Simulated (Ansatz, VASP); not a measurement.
AlIn2As2P in VASP and in Ansatz

```
Al In P As
1.0
     4.22818    0.00000    0.00000
     0.00000    4.22818    0.00000
     0.00000    0.00000    7.44881
Al In P As
1 2 1 2
Direct
  0.00000 0.00000 0.85136
  0.50000 0.50000 0.21651
  0.00000 0.00000 0.18430
  0.00000 0.00000 0.46430
  0.50000 0.00000 0.35961
  0.00000 0.50000 0.35961
```

Alike in both runs: task single point; functional PBE; k mesh 4 × 4 × 4; occupations gaussian, width 0.1 eV; no spin polarisation.

```csv
,VASP,Ansatz
version,VASP 6.6.1,Ansatz 0.2.0
potentials or method,"VASP PAW PBE potentials, release 64 (Al, In_d, P, As)","scalar-relativistic, plane waves, PAW"
plane-wave cutoff (eV),520,420
valence electrons in the cell,44,64
```

Ansatz gave:

| Property | Result |
| --- | --- |
| gap on the k mesh at the Fermi level (eV) | none |
| rms of the force components (eV/Å) | 4.848 |

Problem. Estimate VASP's values.

Solution. gap on the k mesh at the Fermi level (eV): none; rms of the force components (eV/Å): 4.852.

Atom by atom the forces differ by 0.020 eV/Å (rms over components). A gap of «none» marks a metal or a gap that the smearing closes. The two sets of potentials don't hold the same shells in valence.

Caveats: the k mesh is coarse (spacing up to 0.37 Å⁻¹), so the values aren't converged; forces of over 1 eV/Å show positions far from the minimum, so gaps and moduli don't describe the material at rest.
